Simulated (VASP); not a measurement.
# Cd2CuO3 (Immm) in VASP: notebook

The runs below take Cd2CuO3 through relaxation of cell and atoms, with PBE.

Everything below comes from runs of VASP 6.6.1. Logs are shortened: lines on timing, memory, paths and dates and some standing lists are left out, and cuts for length are marked.

### 1 The crystal as given

The structure is orthorhombic, space group Immm (No. 71). Conventional cell: a = 3.400 Å, b = 3.950 Å, c = 12.500 Å, α = 90.00°, β = 90.00°, γ = 90.00°. Cd (site symmetry mm2) has 7 O at 2.48 to 2.61 Å as nearest neighbours. Cu (site symmetry mmm) is surrounded by 4 O at 1.94 to 1.98 Å. O (site symmetry mm2) is surrounded by 1 Cu at 1.94 Å. Around O (site symmetry mmm) lie 2 Cu at 1.98 Å.

The cell was built by a generator and needn't be a form met in nature.

### 2 Relaxation of cell and atoms, PBE

INCAR

```
PREC     = Normal         # precision mode
ENCUT    = 520            # plane-wave cutoff, eV
EDIFF    = 1E-4           # SCF threshold, eV
ISMEAR   = 0              # smearing method
SIGMA    = 0.15           # smearing width, eV
LREAL    = F              # projectors in reciprocal space
LASPH    = T              # aspherical terms in the spheres
NELM     = 60             # most SCF steps
ALGO     = Fast           # electronic algorithm
ISIF     = 3              # what is computed and relaxed
LWAVE    = F              # write WAVECAR
LCHARG   = F              # write CHGCAR
GGA      = PE             # functional
IBRION   = 2              # ionic algorithm
NSW      = 24             # ionic steps
EDIFFG   = -0.08          # ionic threshold
```

KPOINTS

```
Automatic mesh
0
Gamma
  5 5 5
```

POSCAR

```
Cd2CuO3
1.0
   -1.7000000000      1.9750000000      6.2500000000
    1.7000000000     -1.9750000000      6.2500000000
    1.7000000000      1.9750000000     -6.2500000000
Cd Cu O
2 1 3
Direct
    0.6450000000      0.6450000000      0.0000000000
    0.3550000000      0.3550000000      0.0000000000
    0.0000000000      0.0000000000      0.0000000000
    0.1550000000      0.1550000000      0.0000000000
    0.8450000000      0.8450000000      0.0000000000
    0.5000000000      0.0000000000      0.5000000000
```

Potentials or basis: VASP PAW PBE potentials, release 64 (Cd, Cu, O).

The run is started by

```sh
> cat potpaw_PBE.64/Cd/POTCAR potpaw_PBE.64/Cu/POTCAR potpaw_PBE.64/O/POTCAR > POTCAR
> mpirun -np 1 vasp_std > vasp.out
```

OUTCAR:

```text
PREC = Normal
   ENCUT = 520
   EDIFF = 1E-4
   ISMEAR = 0
   LREAL = F
   LASPH = T
   NELM = 60
   ISIF = 3
   GGA = PE
   IBRION = 2
   NSW = 24
   EDIFFG = -0.08

 ion  position               nearest neighbor table
   1  0.645  0.645  0.000-   6 2.48   6 2.48   5 2.50   4 2.61   4 2.61   4 2.61   4 2.61   3 3.17
                             3 3.17   3 3.17   3 3.17   2 3.63   2 3.70   2 3.70   2 3.70   2 3.70
   2  0.355  0.355  0.000-   6 2.48   6 2.48   4 2.50   5 2.61   5 2.61   5 2.61   5 2.61   3 3.17
                             3 3.17   3 3.17   3 3.17   1 3.63   1 3.70   1 3.70   1 3.70   1 3.70
   3  0.000  0.000  0.000-   4 1.94   5 1.94   6 1.98   6 1.98   1 3.17   1 3.17   1 3.17   1 3.17
                             2 3.17   2 3.17   2 3.17   2 3.17
   4  0.155  0.155  0.000-   3 1.94   2 2.50   1 2.61   1 2.61   1 2.61   1 2.61
   5  0.845  0.845  0.000-   3 1.94   1 2.50   2 2.61   2 2.61   2 2.61   2 2.61
   6  0.500  0.000  0.500-   3 1.98   3 1.98   1 2.48   2 2.48   2 2.48   1 2.48

  LATTYP: Found a body centered orthorhombic cell.
 ALAT       =     3.4000000000
 B/A-ratio  =     1.1617647059
 C/A-ratio  =     3.6764705882

  Lattice vectors:

 A1 = (  -1.7000000000,   1.9750000000,   6.2500000000)
 A2 = (   1.7000000000,  -1.9750000000,   6.2500000000)
 A3 = (   1.7000000000,   1.9750000000,  -6.2500000000)

Analysis of symmetry for initial positions (statically):
=====================================================================
 Subroutine PRICEL returns:
 Original cell was already a primitive cell.

 Routine SETGRP: Setting up the symmetry group for a
 body centered orthorhombic supercell.

 Subroutine GETGRP returns: Found  8 space group operations
 (whereof  8 operations were pure point group operations)
 out of a pool of  8 trial point group operations.

The static configuration has the point symmetry D_2h.

Analysis of symmetry for dynamics (positions and initial velocities):
=====================================================================
 Subroutine PRICEL returns:
 Original cell was already a primitive cell.

 Routine SETGRP: Setting up the symmetry group for a
 body centered orthorhombic supercell.

 Subroutine GETGRP returns: Found  8 space group operations
 (whereof  8 operations were pure point group operations)
 out of a pool of  8 trial point group operations.

The dynamic configuration has the point symmetry D_2h.

 Subroutine INISYM returns: Found  8 space group operations
 (whereof  8 operations are pure point group operations),
 and found     1 'primitive' translations

----------------------------------------------------------------------------------------

                                     Primitive cell

  volume of cell :      83.9375

  direct lattice vectors                    reciprocal lattice vectors
    -1.700000000  1.975000000  6.250000000     0.000000000  0.253164557  0.080000000
     1.700000000 -1.975000000  6.250000000     0.294117647  0.000000000  0.080000000
     1.700000000  1.975000000 -6.250000000     0.294117647  0.253164557  0.000000000

  length of vectors
     6.771493558  6.771493558  6.771493558     0.265503847  0.304803527  0.388068916

  position of ions in fractional coordinates (direct lattice)
     0.645000000  0.645000000  0.000000000
     0.355000000  0.355000000  0.000000000
     0.000000000  0.000000000  0.000000000
     0.155000000  0.155000000  0.000000000
     0.845000000  0.845000000  0.000000000
     0.500000000  0.000000000  0.500000000

  ion indices of the primitive-cell ions
   primitive index   ion index
                 1           1
                 2           2
                 3           3
                 4           4
                 5           5
                 6           6

----------------------------------------------------------------------------------------

 KPOINTS: Automatic mesh

Automatic generation of k-mesh.
 Grid dimensions read from file:
 generate k-points for:    5    5    5

 Generating k-lattice:

  Cartesian coordinates                     Fractional coordinates (reciprocal lattice)
     0.000000000  0.050632911  0.016000000     0.200000000 -0.000000000  0.000000000
     0.058823529  0.000000000  0.016000000     0.000000000  0.200000000  0.000000000
     0.058823529  0.050632911  0.000000000     0.000000000 -0.000000000  0.200000000

  Length of vectors
     0.053100769  0.060960705  0.077613783

  Shift w.r.t. Gamma in fractional coordinates (k-lattice)
     0.000000000  0.000000000  0.000000000

 Subroutine IBZKPT returns following result:
 ===========================================

 Found     27 irreducible k-points:

 Following reciprocal coordinates:
            Coordinates               Weight
  0.000000  0.000000  0.000000      1.000000
  0.200000  0.000000 -0.000000      4.000000
  0.400000  0.000000 -0.000000      4.000000
  0.000000  0.200000 -0.000000      4.000000
  0.200000  0.200000 -0.000000      8.000000
  0.400000  0.200000 -0.000000      8.000000
[... 16 lines left out ...]
 -0.400000 -0.200000  0.200000      4.000000
 -0.200000 -0.200000  0.200000      2.000000
 [... further k-points ...]
   k-points           NKPTS =     27   k-points in BZ     NKDIM =     27   number of bands    NBANDS=     31
   number of dos      NEDOS =    301   number of ions     NIONS =      6
   total plane-waves  NPLWV =  64000
   dimension x,y,z NGX =    40 NGY =   40 NGZ =   40
   dimension x,y,z NGXF=    80 NGYF=   80 NGZF=   80
   ions per type =               2   1   3
   NGX,Y,Z   is equivalent  to a cutoff of   9.82,  9.82,  9.82 a.u.
   NGXF,Y,Z  is equivalent  to a cutoff of  19.64, 19.64, 19.64 a.u.
 SYSTEM =  unknown system
   PREC   = normal    normal or accurate (medium, high low for compatibility)
   ISTART =      0    job   : 0-new  1-cont  2-samecut
   ICHARG =      2    charge: 1-file 2-atom 10-const
   ISPIN  =      1    spin polarized calculation?
   LNONCOLLINEAR =      F non collinear calculations
   LSORBIT =      F    spin-orbit coupling
   LASPH  =      T    aspherical Exc in radial PAW
   ENCUT  =  520.0 eV  38.22 Ry    6.18 a.u.  12.59 12.59 12.59*2*pi/ulx,y,z
   NELM   =     60;   NELMIN=  2; NELMDL= -5     # of ELM steps
   EDIFF  = 0.1E-03   stopping-criterion for ELM
   LREAL  =      F    real-space projection
   EDIFFG = -.8E-01   stopping-criterion for IOM
   NSW    =     24    number of steps for IOM
   IBRION =      2    ionic relax: 0-MD 1-quasi-New 2-CG
   NFREE  =      1    steps in history (QN), initial steepest desc. (CG)
   ISIF   =      3    stress and relaxation
   ISYM   =      2    0-nonsym 1-usesym 2-fastsym
   POTIM  = 0.5000    time-step for ionic-motion
   TEBEG  =    0.0;   TEEND  =   0.0 temperature during run
   PSTRESS=    0.0 pullay stress
   NELECT =      53.0000    total number of electrons
   NUPDOWN=      -1.0000    fix difference up-down
   EMIN   =  10.00;   EMAX   =-10.00  energy-range for DOS
   EFERMI =   0.00;   METHOD = LEGACY
   ISMEAR =     0;   SIGMA  =   0.15  broadening in eV -4-tet -1-fermi 0-gaus
   EFERMI_NEDOS =   21; number of points for ismear=-14 and -15
   IALGO  =     68    algorithm
   IMIX   =      4    mixing-type and parameters
     AMIX     =   0.40;   BMIX     =  1.00
     AMIX_MAG =   1.60;   BMIX_MAG =  1.00
  volume/ion in A,a.u.               =      13.99        94.41
  Fermi-wavevector in a.u.,A,eV,Ry     =   1.404477  2.654078 26.838267  1.972557
  Thomas-Fermi vector in A             =   2.527035
   LORBIT       =      0    0 simple, 1 ext, 2 COOP (PROOUT), +10 PAW based schemes
   GGA     = PE    functional components
   LHFCALC =     F    Hartree Fock is set to
   AEXX    =    0.0000 exact exchange contribution
   IVDW    =     0    specifies the selected vdW correction
   LEPSILON=     F    determine dielectric tensor
   LRPA    =     F    only Hartree local field effects (RPA)
 conjugate gradient relaxation of ions
 non-spin polarized calculation
 RMM-DIIS sequential band-by-band and
 Gauss-broadening in eV      SIGMA  =   0.15
  energy-cutoff  :      520.00
  volume of cell :       83.94
 maximum number of plane-waves:      2279
   NGX = 25   NGY = 25   NGZ = 25

--------------------------------------- Ionic step        1  -------------------------------------------

 number of electron      53.0000016 magnetization

 Free energy of the ion-electron system (eV)
  ---------------------------------------------------
  ext. energy  EPLUGINS =         0.00000000
  ---------------------------------------------------
  free energy    TOTEN  =       -24.39079422 eV

  energy without entropy =      -24.37025590  energy(sigma->0) =      -24.38052506

------------------------ aborting loop because EDIFF is reached ----------------------------------------

  FORCE on cell =-STRESS in cart. coord.  units (eV):
  Direction    XX          YY          ZZ          XY          YZ          ZX
  --------------------------------------------------------------------------------------
  -------------------------------------------------------------------------------------
  Total       -4.4997590     -4.9281576     -3.8248475      0.0000000      0.0000000      0.0000000
  in kB      -85.8902381    -94.0673994    -73.0077019      0.0000000      0.0000000      0.0000000
  external PRESSURE =     -84.3217798 kB  Pullay stress =       0.0000000 kB
[... 101 lines left out ...]
  FREE ENERGIE OF THE ION-ELECTRON SYSTEM (eV)
  ---------------------------------------------------
  free  energy   TOTEN  =       -24.6291625214 eV

  energy  without entropy=      -24.6089945081  energy(sigma->0) =      -24.61907851

[... ionic steps 4 to 14 ...]

--------------------------------------- Ionic step       15  -------------------------------------------

 number of electron      53.0000015 magnetization

------------------------ aborting loop because EDIFF is reached ----------------------------------------
[... 75 lines left out ...]
--------------------------------------- Ionic step       17  -------------------------------------------

 number of electron      53.0000019 magnetization

 Free energy of the ion-electron system (eV)
  ---------------------------------------------------
  ext. energy  EPLUGINS =         0.00000000
  ---------------------------------------------------
  free energy    TOTEN  =       -24.71947499 eV

  energy without entropy =      -24.69821257  energy(sigma->0) =      -24.70884378

 E-fermi :   3.2930     XC(G=0): -11.5067

 val. band max:        3.2921344715   @ k =   0.2000   0.4000  -0.0000
 cond. band min:       3.3258038563   @ k =  -0.2000  -0.2000   0.2000
 fundamental gap:      0.0336693848
 Fermi energy:         3.2930211285

 k-point     1 :       0.0000    0.0000    0.0000
  band No.  band energies     occupation
      1     -15.4228      2.00000
      2     -14.2254      2.00000
      3     -14.1720      2.00000
      4      -4.8169      2.00000
      5      -4.6717      2.00000
      6      -4.3929      2.00000
[... 805 lines left out ...]
     30       8.1162      0.00000
     31      11.5740      0.00000

 [... further k-points ...]
[... 5 lines left out ...]
  --------------------------------------------------------------------------------------
  -------------------------------------------------------------------------------------
  Total        0.2446275      0.2943080      0.2019704      0.0000000      0.0000000      0.0000000
  in kB        5.1874685      6.2409717      4.2828999      0.0000000      0.0000000      0.0000000
  external PRESSURE =       5.2371134 kB  Pullay stress =       0.0000000 kB
[... 21 lines left out ...]
  FREE ENERGIE OF THE ION-ELECTRON SYSTEM (eV)
  ---------------------------------------------------
  free  energy   TOTEN  =       -24.7194749940 eV

  energy  without entropy=      -24.6982125660  energy(sigma->0) =      -24.70884378

 reached required accuracy - stopping structural energy minimisation
```

It took 8.5 min on 1 thread of Intel Xeon Platinum 8488C (Sapphire Rapids), shared host; peak memory 0.29 GiB.

What came out:

| Item | Value |
| --- | --- |
| Free energy | -24.7195 eV |
| Relaxed volume | 12.59 Å³/atom |
| Relaxed cell | a = 6.637 Å, b = 6.637 Å, c = 6.637 Å, α = 151.85°, β = 146.68°, γ = 44.16° |
| Space group after relaxing (to 0.05 Å) | Immm (No. 71) |
| Energy gained by relaxing | 54.8 meV/atom |
| Ionic steps | 17 |
| Pressure after relaxing | 0.5 GPa |
| Largest force after relaxing | 0.078 eV/Å |
| Band gap on the k mesh | none (metal or under the smearing width) |

Forces on the atoms (eV/Å):
```
Cd   0.000  0.000  0.052
Cd   0.000  0.000 -0.052
Cu   0.000  0.000  0.000
O    0.000  0.000 -0.078
O    0.000  0.000  0.078
O    0.000  0.000  0.000
```

The path:
```
step  energy change (eV)  largest force (eV/Å)  pressure (GPa)  volume (Å³)
   1              0.0000                0.5531           -8.43        83.94
   2             -0.2321                0.7939            2.75        75.31
   3             -0.2384                0.7360            1.22        76.25
   4             -0.3162                0.3088            1.34        75.35
   5             -0.3225                0.1563            1.49        74.96
   6             -0.3226                0.2119            2.80        75.00
   7             -0.3139                0.2240           -2.75        77.36
   8             -0.3276                0.1261            0.51        75.85
   9             -0.3272                0.1556            1.26        76.14
  10             -0.3228                0.1849           -1.92        76.75
  11             -0.3260                0.1609           -0.95        76.37
  12             -0.3266                0.1481           -0.85        76.28
  13             -0.3269                0.1453           -0.68        76.21
  14             -0.3270                0.1478           -1.62        76.17
  15             -0.3239                0.0255            2.47        74.84
  16             -0.3288                0.0985           -0.03        75.63
  17             -0.3287                0.0782            0.52        75.55
```

Final structure:
```cif
data_structure
_symmetry_space_group_name_H-M 'P 1'
_symmetry_Int_Tables_number 1
_cell_length_a 6.6374
_cell_length_b 6.6374
_cell_length_c 6.6374
_cell_angle_alpha 151.853
_cell_angle_beta 146.682
_cell_angle_gamma 44.162
_cell_volume 75.55
loop_
_atom_site_label
_atom_site_type_symbol
_atom_site_fract_x
_atom_site_fract_y
_atom_site_fract_z
_atom_site_occupancy
Cd1 Cd 0.65183 0.65183 0.00000 1
Cd2 Cd 0.34817 0.34817 0.00000 1
Cu1 Cu 0.00000 0.00000 0.00000 1
O1 O 0.16049 0.16049 0.00000 1
O2 O 0.83951 0.83951 0.00000 1
O3 O 0.50000 0.00000 0.50000 1
```

Levels at points of the mesh, in eV from the Fermi level:
```
           k point  band 25  band 26  band 27  band 28  band 29  band 30
(0.00, 0.00, 0.00)    -1.64    -1.52    -1.34    -0.54     3.17     5.18
```

Caveat: the k mesh is coarse (spacing up to 0.49 Å⁻¹), so the values aren't converged; an odd number of electrons without spin polarisation forces a metal; a magnetic or distorted state may lie lower; the run has no spin polarisation, though such a crystal can be magnetic; semilocal functionals often make such compounds metallic where correlation or magnetic order opens a gap, which also shifts bond lengths; the relaxation stopped at a loose force limit of 0.08 eV/Å, so its end isn't a converged minimum. With open d or f shells a metallic result of PBE can be an artefact of self-interaction; +U or a hybrid may open a gap.

### 3 Relaxation of cell and atoms, PBE

This run uses another cell than the first one, of the same volume but with other edges.

INCAR is that of step 2.

KPOINTS is that of step 2.

POSCAR

```
Cd2CuO3
1.0
   -1.5750000000      2.6000000000      5.1250000000
    1.5750000000     -2.6000000000      5.1250000000
    1.5750000000      2.6000000000     -5.1250000000
Cd Cu O
2 1 3
Direct
    0.3330000000      0.3330000000      0.0000000000
    0.6670000000      0.6670000000      0.0000000000
    0.0000000000      0.0000000000      0.0000000000
    0.1450000000      0.6450000000      0.5000000000
    0.8550000000      0.3550000000      0.5000000000
    0.5000000000      0.0000000000      0.5000000000
```

Potentials or basis: VASP PAW PBE potentials, release 64 (Cd, Cu, O).

The run is started by

```sh
> cat potpaw_PBE.64/Cd/POTCAR potpaw_PBE.64/Cu/POTCAR potpaw_PBE.64/O/POTCAR > POTCAR
> mpirun -np 1 vasp_std > vasp.out
```

Run time: 5.8 min. Hardware: 1 thread of Intel Xeon Platinum 8488C (Sapphire Rapids), shared host; peak memory 0.25 GiB.

Results (log left out):

| Item | Value |
| --- | --- |
| Free energy | -24.4875 eV |
| Relaxed volume | 12.32 Å³/atom |
| Relaxed cell | a = 5.623 Å, b = 5.623 Å, c = 5.623 Å, α = 146.78°, β = 130.01°, γ = 61.35° |
| Space group after relaxing (to 0.05 Å) | Immm (No. 71) |
| Energy gained by relaxing | 72.7 meV/atom |
| Ionic steps | 13 |
| Pressure after relaxing | 0.8 GPa |
| Largest force after relaxing | 0.049 eV/Å |
| Band gap on the k mesh | none (metal or under the smearing width) |

Forces in eV/Å, atoms in the order of the input:
```
Cd   0.000  0.000 -0.049
Cd   0.000  0.000  0.049
Cu   0.000  0.000  0.000
O    0.000  0.000 -0.021
O    0.000  0.000  0.021
O    0.000  0.000  0.000
```

Stress tensor (GPa, compression positive):
```
0.91 0.00 0.00
0.00 0.66 0.00
0.00 0.00 0.81
```

The path:
```tsv
step	energy change (eV)	largest force (eV/Å)	pressure (GPa)	volume (Å³)
1	0.0000	0.1450	-11.67	83.95
2	-0.3042	0.5107	6.69	72.14
3	-0.3694	0.2830	-0.10	75.37
4	-0.3693	0.3036	-0.58	75.11
5	-0.3519	0.4043	3.71	73.62
6	-0.3680	0.3219	1.09	74.78
7	-0.3993	0.1322	1.23	74.61
8	-0.4161	0.0966	1.25	74.34
9	-0.4206	0.0675	-2.08	75.60
10	-0.4216	0.0802	-0.71	75.19
11	-0.4266	0.0221	-0.58	75.03
12	-0.4335	0.1669	-0.33	74.52
13	-0.4360	0.0486	0.79	73.89
```

Final structure:
```
CELL_PARAMETERS angstrom
-1.60757 2.37616 4.83619
1.60757 -2.37616 4.83619
1.60757 2.37616 -4.83619
ATOMIC_POSITIONS crystal
Cd 0.33207 0.33207 0.00000
Cd 0.66793 0.66793 0.00000
Cu 0.00000 0.00000 0.00000
O 0.14612 0.64612 0.50000
O 0.85388 0.35388 0.50000
O 0.50000 0.00000 0.50000
```

Levels at points of the mesh, in eV from the Fermi level:
| k point | band 24 | band 25 | band 26 | band 27 | band 28 | band 29 |
| --- | --- | --- | --- | --- | --- | --- |
| (0.00, 0.00, 0.00) | -1.32 | -1.28 | -1.27 | -0.60 | 0.15 | 5.69 |

Caveat: the k mesh is coarse (spacing up to 0.47 Å⁻¹), so the values aren't converged; an odd number of electrons without spin polarisation forces a metal; a magnetic or distorted state may lie lower; the run has no spin polarisation, though such a crystal can be magnetic; semilocal functionals often make such compounds metallic where correlation or magnetic order opens a gap, which also shifts bond lengths; the relaxation stopped at a loose force limit of 0.08 eV/Å, so its end isn't a converged minimum. With open d or f shells a metallic result of PBE can be an artefact of self-interaction; +U or a hybrid may open a gap.
